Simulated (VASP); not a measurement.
```
AlCo
1.0
    2.84983     0.00000     0.00000
    0.00000     2.84983     0.00000
    0.00000     0.00000     2.84983
Al Co
1 1
Direct
  0.50000   0.50000   0.50000
  0.00000   0.00000   0.00000
```

Calculation: PBE GGA, VASP's PBE PAW potentials (set 64) (plane waves; VASP). Numerical set-up: 480 eV cut-off, 12×12×12 Γ-centred mesh, first-order Methfessel-Paxton smearing of 0.10 eV, potentials Al Co.

Energy and stress use the plane-wave basis of the starting cell.

### Question
The ions, cell shape and volume at an external pressure of 10.0 GPa are relaxed. What does this cell relax into?

### Answer

```
AlCo
1.0
    2.80459     0.00000     0.00000
    0.00000     2.80459     0.00000
    0.00000     0.00000     2.80459
Al Co
1 1
Direct
  0.50000   0.50000   0.50000
  0.00000   0.00000   0.00000
```
Space group Pm-3m (221), at a tolerance of 0.03 Å.

### Question
How do energy and volume change from the first to the last step?

### Answer
The energy (σ→0) changes by +16.6 meV/atom and the volume by -4.7 %, in 3 ionic steps.

| step | E(σ→0) (eV) | max force (eV/Å) | pressure (GPa) | volume (Å³) |
|---|---|---|---|---|
| 1 | -11.9878 | 0.000 | 0.32 | 23.15 |
| 2 | -11.8341 | 0.000 | 23.44 | 20.88 |
| 3 | -11.9546 | 0.000 | 9.90 | 22.06 |

The compound is CoAl in the CsCl type structure. This run relaxes it under an external pressure of 10 GPa. Symmetry was kept, so distortions that lower it aren't found. The run is not spin-polarised, so no magnetic state was tried.
